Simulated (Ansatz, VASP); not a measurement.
## Bi2Se3 (Bi2Se3 quintuple layer bilayer, AB) in two plane-wave programs

One calculation is typed for both programs; each brings its own data sets. How far apart do they land? The structure shown is the start of the Ansatz relaxation below; VASP solves that cell, so the two are compared at the walk's first step.

Program: Ansatz 0.2.0. Level of theory: plane waves, with VASP 6.6.1 beside it; single point at PBE with D3(BJ). Results are calculated unless marked as measured.

## 1. Starting point

The cell holds 10 atoms: 6 Se and 4 Bi. Its edges and angles: a = 4.190 Å, b = 4.190 Å, c = 58.800 Å, α = 90.0°, β = 90.0°, γ = 120.0°. Vacuum lies along c. The height across the vacuum is the one that the program set for its solve, not the one typed.

## 2. Ansatz: relaxation, PBE with D3(BJ)

Ansatz runs on its default PAW (the set named soft_2) files.

The two programs are compared at the cell with which this relaxation starts, whose forces are those of its first step.

The input, input.yaml:

```yaml
crystal:
  lattice:
    - [4.19, 0.0, 0.0]
    - [-2.095, 3.6286464419, 0.0]
    - [0.0, 0.0, 35.5]
  atoms:
    - { symbol: Se, position: [0.3333333333, 0.6666666667, 0.2535211268] }
    - { symbol: Bi, position: [0.6666666667, 0.3333333333, 0.3] }
    - { symbol: Se, position: [0.0, 0.0, 0.3549295775] }
    - { symbol: Bi, position: [0.3333333333, 0.6666666667, 0.4098591549] }
    - { symbol: Se, position: [0.6666666667, 0.3333333333, 0.4563380282] }
    - { symbol: Se, position: [0.0, 0.0, 0.5436619718] }
    - { symbol: Bi, position: [0.3333333333, 0.6666666667, 0.5901408451] }
    - { symbol: Se, position: [0.6666666667, 0.3333333333, 0.6450704225] }
    - { symbol: Bi, position: [0.0, 0.0, 0.7] }
    - { symbol: Se, position: [0.3333333333, 0.6666666667, 0.7464788732] }
  periodic: [true, true, false]
kpoints:
  mp_grid: { grid: [12, 12, 1] }
hamiltonian:
  xc: pbe
  dispersion: d3bj
scf:
  occupations: { method: fermi_dirac, width: 0.05 }
  convergence: { dr2_threshold: 1.0e-09 }
relax:
  f_tol: 0.004
  max_steps: 90
  cell: {}
output:
  write_potential: true
  write_density: true
  volumetric_format: npy
```

Run with:

```console
> ansatz run input.yaml --threads 8 --pin off --max-ram 12288MiB --backend cpu --events-out ev --progress --plain --runs-dir out
```

Numbers of over 12 decimals in the logs are rounded to 6 here.

The program printed:

```text
Warning: crystal.periodic: the lattice vector that does not repeat stood 0.000° off the slab's normal, 35.500 Å along it as the deck builds it. The run solves the slab on a vector along the normal, 58.800 Å long, with every atom where it was (on the deck's vector they left 18.00 Å outside them, and the widest stretch free of ions among them is 3.10 Å). A fractional position that the run reports is one of the run's ce [...]
Warning: relax.cell: scf.convergence.dr2_threshold = 1e-9 eV is looser than the 1.32231404986e-10 eV advised for a relaxation that steers and ends on the stress (1e-10 eV for each atom of the cell: 10, times the square of relax.cell.stress_2d_tol = 0.05 N/m over 27.5 Å (the atoms' height at the walk's start and 5 Å past either face), 1.818e-2 GPa, over a crystal's default 0.05). What an SCF threshold leaves in a stress goes as its square root, and in the free energy as the threshold itself, and one threshold admits the most on a small cell: [figures from the program's tests cut] Set scf.convergence.dr2_threshold to 1.32231404986e-10 eV or tighter. [rest of the remark cut]
crystal.periodic: the lattice vector that does not repeat stood 0.000° off the slab's normal, 35.500 Å along it as the deck builds it. The run solves the slab on a vector along the normal, 58.800 Å long, with every atom where it was (on the deck's vector they left 18.00 Å outside them, and the widest stretch free of ions among them is 3.10 Å). A fractional position that the run reports is one of the run's cell, which [...]
Engine: ansatz 0.2.0, aarch64-unknown-linux-gnu
[...]
SCF iter   2: F=—  HF=-82408.060905 eV  |F-HF|=—  |Δ(HF+E_count)|=   9.72e-5  Δρ=8.41e-6  dr2=1.15e-7  ethr=2.97e-10  ⟨swp⟩=4.3  Hψ=4843  notcnv=0
SCF iter   3: F=—  HF=-82408.060905 eV  |F-HF|=—  |Δ(HF+E_count)|=   1.45e-7  Δρ=2.36e-6  dr2=2.33e-7  ethr=7.35e-11  ⟨swp⟩=3.0  Hψ=2984  notcnv=0
SCF iter   4: F=—  HF=-82408.060905 eV  |F-HF|=—  |Δ(HF+E_count)|=   9.30e-9  Δρ=1.94e-6  dr2=3.51e-7  ethr=7.35e-11  ⟨swp⟩=2.6  Hψ=2281  notcnv=0
SCF iter   5: F=—  HF=-82408.060905 eV  |F-HF|=—  |Δ(HF+E_count)|=   1.26e-8  Δρ=8.64e-7  dr2=3.55e-8  ethr=7.35e-11  ⟨swp⟩=1.8  Hψ=2016  notcnv=0
SCF iter   6: F=—  HF=-82408.060905 eV  |F-HF|=—  |Δ(HF+E_count)|=  6.11e-10  Δρ=2.87e-7  dr2=1.93e-9  ethr=2.27e-11  ⟨swp⟩=1.9  Hψ=2239  notcnv=0
SCF iter   7: F=-82408.060905 eV  HF=-82408.060905 eV  |F-HF|=4.66e-10  |Δ(HF+E_count)|=  6.98e-10  Δρ=8.32e-8  dr2=3.85e-11  ethr=1.00e-12  ⟨swp⟩=16.5  Hψ=13576  notcnv=0
SCF 7 converged in 7 iterations: F = -82408.060905 eV  dr2 = 3.85e-11
relax step   7: F+E_penalty+E_count = -82408.06090497 eV  Δ(F+E_penalty+E_count) = +1.109e-3 eV  max|allowed force component| = 1.839e-3 eV/Å  Δτ_max = 0.0000 Å  P = +0.013 N/m  Ω = 869.937 Å³  fix = [c, alpha, beta]  reactions: c +0.000 N/m  stress off target by 1.30e-2 N/m on what of the cell is left free  SCF on the basis re-selected at this cell (its energy is not comparable with the rows above)  (7 SCF iters)
basis re-selected at this cell: Δ(F+E_penalty+E_count) = +1.109e-3 eV, ΔP = +0.003 N/m vs the last step (what re-selecting the basis moved, of the pressure what is left beyond the Pulay correction that the steps carried, after the strain that the cell walked since its last selection, with what the two solves' SCF thresholds leave and, on support functions, any second-order correction that the steps lacked; it is no m [...]
SCF converged after 7 iterations
Free energy (F): -82408.060905 eV
Harris-Foulkes:  -82408.060905 eV  (|F-HF|=4.66e-10)
Internal energy: -82408.060826 eV  (E = F + TS)
E sigma→0 (E₀):  -82408.060865 eV
Entropy (-TS):   -0.000079 eV (-0.008 meV/atom)
Fermi energy:    -5.318174 eV
--- Per-component energies (eV) ---
  E_band       = -4929.224307
  E_kinetic    = 1914.679071
  E_local      = -1277632.579814  (includes V_loc(G=0)·N_el)
  E_nonlocal   = -1326.637192
  E_hartree    = 636556.733407
  E_xc         = -1233.405439
  E_vxc        = -1168.881294  (∫ρ·V_xc dr)
  E_paw        = -54118.206163  (= ΣΔE_a)
  E_vpaw       = 170.735573  (= ΣTr[D̂ρ^β])
  E_aug_tail   = -0.005281  (compensation charges beyond the density's cutoff)
  E_ewald      = 613434.959535
  E_disp       = -3.598950  (pairwise vdW)
  E_smearing   = -0.000079  (= −TS)
  E_closure    = -0.000000  (closes the sum)
  Σ components = -82408.060905   (vs F -82408.060905, Δ=0.00e0)
--- Forces (eV/Å), atoms counted from 1 ---
  atom   1  Se     0.00000000     0.00000000     0.00038215
  atom   2  Bi    -0.00000000    -0.00000000    -0.00183884
  atom   3  Se     0.00000000     0.00000000     0.00057144
  atom   4  Bi     0.00000000     0.00000000    -0.00088344
  atom   5  Se    -0.00000000    -0.00000000    -0.00098055
  atom   6  Se     0.00000000     0.00000000     0.00098055
  atom   7  Bi     0.00000000    -0.00000000     0.00088344
  atom   8  Se    -0.00000000    -0.00000000    -0.00057144
  atom   9  Bi     0.00000000     0.00000000     0.00183884
  atom  10  Se    -0.00000000    -0.00000000    -0.00038215
  max |Σ_I F_I| component: 1.84e-17 eV/Å
--- 2D stress c σ (N/m, compression-positive) ---
        0.012984       0.000000       0.000000
       -0.000000       0.012984      -0.000000
        0.000000      -0.000000       0.000000
  P = ½ c Tr σ = 0.0130 N/m
--- Band table (eV; the first three rows and the last of 19) ---
  k-point 0: bands = ["-52.7540", "-52.7540", "-52.7532", "-52.7532", "-52.7512", "-52.7512", "-52.7510", "-52.7510", "-52.7502", "-52.7500", "-52.6585", "-52.6585", "-52.6585", "-52.6585", "-52.6512", "-52.6512", "-52.6462", "-52.6462", "-52.6462", "-52.6462", "-52.6427", "-52.6427", "-52.6427", "-52.6427", "-52.6408", "-52.6408", "-52.6117", "-52.6117", "-52.6117", "-52.6117", "-28.5140", "-28.5140", "-28.5140", "- [...]
  k-point 1: bands = ["-52.7540", "-52.7540", "-52.7532", "-52.7532", "-52.7512", "-52.7512", "-52.7510", "-52.7510", "-52.7502", "-52.7500", "-52.6585", "-52.6585", "-52.6585", "-52.6585", "-52.6512", "-52.6512", "-52.6462", "-52.6462", "-52.6462", "-52.6462", "-52.6428", "-52.6428", "-52.6427", "-52.6427", "-52.6408", "-52.6408", "-52.6117", "-52.6117", "-52.6117", "-52.6117", "-28.5148", "-28.5148", "-28.5122", "- [...]
  k-point 2: bands = ["-52.7539", "-52.7539", "-52.7532", "-52.7531", "-52.7513", "-52.7513", "-52.7510", "-52.7510", "-52.7502", "-52.7500", "-52.6585", "-52.6585", "-52.6585", "-52.6585", "-52.6511", "-52.6511", "-52.6462", "-52.6462", "-52.6462", "-52.6462", "-52.6428", "-52.6428", "-52.6428", "-52.6428", "-52.6408", "-52.6408", "-52.6117", "-52.6117", "-52.6117", "-52.6117", "-28.5172", "-28.5172", "-28.5075", "- [...]
  k-point 18: bands = ["-52.7539", "-52.7535", "-52.7535", "-52.7531", "-52.7515", "-52.7512", "-52.7512", "-52.7508", "-52.7500", "-52.7500", "-52.6584", "-52.6584", "-52.6584", "-52.6584", "-52.6511", "-52.6511", "-52.6462", "-52.6462", "-52.6462", "-52.6462", "-52.6428", "-52.6428", "-52.6428", "-52.6428", "-52.6407", "-52.6407", "-52.6116", "-52.6116", "-52.6116", "-52.6116", "-28.5167", "-28.5167", "-28.5097", " [...]
  the weakly bound empty levels are not read free of the cell's end (no_gap_told)
--- Relaxed structure (6 steps of the walk, 6 accepted, 1 SCFs on fresh bases) ---
  F+E_penalty+E_count = -82408.06090497 eV   max|allowed force component| = 1.839e-3 eV/Å   (the final SCF, on the basis selected at the relaxed cell)
  cell:  # Å, volume = 869.9367 Å³
    - [4.133233, 0.0, 0]
    - [-2.066616, 3.579484, 0]
    - [0, 0, 58.7999999944]
  atoms:
    - { symbol: Se, position: [0.333333, 0.666667, 0.161208] }
    - { symbol: Bi, position: [0.666667, 0.333333, 0.187985] }
    - { symbol: Se, position: [-6.47630097708779e-18, -3.793262000808004e-17, 0.220862] }
    - { symbol: Bi, position: [0.333333, 0.666667, 0.253642] }
    - { symbol: Se, position: [0.666667, 0.333333, 0.280488] }
    - { symbol: Se, position: [-6.47630097708779e-18, -3.793262000808004e-17, 0.323254] }
    - { symbol: Bi, position: [0.333333, 0.666667, 0.350100] }
    - { symbol: Se, position: [0.666667, 0.333333, 0.382879] }
    - { symbol: Bi, position: [-6.47630097708779e-18, -3.793262000808004e-17, 0.415757] }
    - { symbol: Se, position: [0.333333, 0.666667, 0.442534] }
```

[end of part 1 of 2]

[Lines on the potential files, build, host, timing and source positions are cut from VASP's logs without a mark.]

[Logs are printed without paths, hosts, clocks, repeated set-up lines and the standing remarks that a program may print on its own settings, such as how far it seeks lower states.]

[Hosts, paths, dates, database ids (printed as entryN), source tags and the programs' standing remarks are cut or masked in the printed files.]
